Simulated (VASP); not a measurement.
Data:

```
CELL_PARAMETERS angstrom
      6.40024     0.00000     0.00000
      0.00000     6.40024     0.00000
      0.00000     0.00000     6.40024
ATOMIC_POSITIONS crystal
  Zn 0.00000 0.00000 0.00000
  Te 0.23905 0.23905 0.23905
  Te 0.76095 0.76095 0.23905
  Te 0.76095 0.23905 0.76095
  Te 0.23905 0.76095 0.76095
  Hg 0.50000 0.50000 0.00000
  Hg 0.50000 0.00000 0.50000
  Hg 0.00000 0.50000 0.50000
```

The numbers are results of PBEsol GGA, VASP's PBE PAW potentials (set 64) (plane waves; VASP 6.6.1), not measurements. Settings: 400 eV cut-off, 6×6×6 Γ-centred mesh, tetrahedra with Blöchl corrections, potentials Zn Te Hg.

The cores are frozen, which limits the accuracy of field gradients.

### Question
Give the principal components of the electric field gradient (V/Å²) and the asymmetry η at each nucleus.

### Answer

| atom | Vxx | Vyy | Vzz | η |
|---|---|---|---|---|
| Zn1 | 0.0 | 0.0 | 0.0 | - |
| Te2 | 14.8 | 14.8 | -29.6 | 0.00 |
| Te3 | 14.8 | 14.8 | -29.6 | 0.00 |
| Te4 | 14.8 | 14.8 | -29.6 | 0.00 |
| Te5 | 14.8 | 14.8 | -29.6 | 0.00 |
| Hg6 | -27.4 | -27.4 | 54.7 | 0.00 |
| Hg7 | -27.4 | -27.4 | 54.7 | 0.00 |
| Hg8 | -27.4 | -27.4 | 54.7 | 0.00 |

The structure was generated: Hg3ZnTe4 was put into an ordered model structure (P-43m), which need not be its known phase. It was relaxed first.
